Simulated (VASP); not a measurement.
Given:

```
CELL_PARAMETERS angstrom
      4.16967     0.00000     0.00000
     -2.08483     3.61104     0.00000
      0.00000     0.00000     7.15371
ATOMIC_POSITIONS crystal
  Ca 0.00000 0.00000 0.00000
  Al 0.66667 0.33333 0.37221
  Al 0.33333 0.66667 0.62779
  Ge 0.33333 0.66667 0.26204
  Ge 0.66667 0.33333 0.73796
```

All values below come from PBEsol GGA, VASP's PBE PAW potentials (set 64) (plane waves; VASP 6.6.1). Run with 300 eV cut-off, 9×9×5 Γ-centred mesh, Gaussian smearing of 0.10 eV, potentials Ca_sv Al Ge_d.

At this cut-off the stress carries a Pulay error, which pulls relaxed volumes low.

Question: Which forces act on the atoms, in eV/Å?

Answer: 
```tsv
atom	Fx	Fy	Fz
Ca1	0.000	0.000	0.000
Al2	0.000	0.000	-0.032
Al3	0.000	0.000	0.032
Ge4	0.000	0.000	-0.164
Ge5	0.000	0.000	0.164
```

Question: Give the stress tensor in GPa (positive for a compressed cell).

Answer: 
```
-1.18   0.00   0.00
 0.00  -1.18   0.00
 0.00   0.00  -1.74
```
The pressure is its mean diagonal, -1.36 GPa.

The structure comes from a computed database's Al2CaGe2 entry (P-3m1); how it stands against other phases isn't given here. The cell was not relaxed at this level.
